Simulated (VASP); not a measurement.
A cell of HfC (rock salt) near equilibrium:

```xyz
2
Lattice="0.0000 2.3236 2.3236 2.3236 0.0000 2.3236 2.3236 2.3236 0.0000" Properties=species:S:1:pos:R:3 pbc="T T T"
Hf     0.0000     0.0000     0.0000
C      2.3236     2.3236     2.3236
```

Computed with PBE GGA, VASP's PBE PAW potentials (set 64) (plane waves; VASP 6.6.1).

```json
[
 {"run": "as it is", "ΔE (meV/atom)": "0.0", "σxx": "-0.08", "σyy": "-0.08", "σzz": "-0.08", "largest shear component, with its sign (GPa)": "0.00", "largest force (eV/Å)": "0.000"},
 {"run": "after one change", "ΔE (meV/atom)": "31.7", "σxx": "-12.73", "σyy": "-12.73", "σzz": "-12.73", "largest shear component, with its sign (GPa)": "0.00", "largest force (eV/Å)": "0.000"}
]
```
Stress is in GPa, positive when the cell is compressed.

Name the change that produced these shifts.
A. biaxial strain of -0.5 % in the xz plane
B. isotropic strain of +2.0 %
C. uniaxial strain of -2.0 % along y
D. atom 1 (Hf) moved by -0.100 Å along x

B, isotropic strain of +2.0 %

The compound is HfC in the rock salt structure.
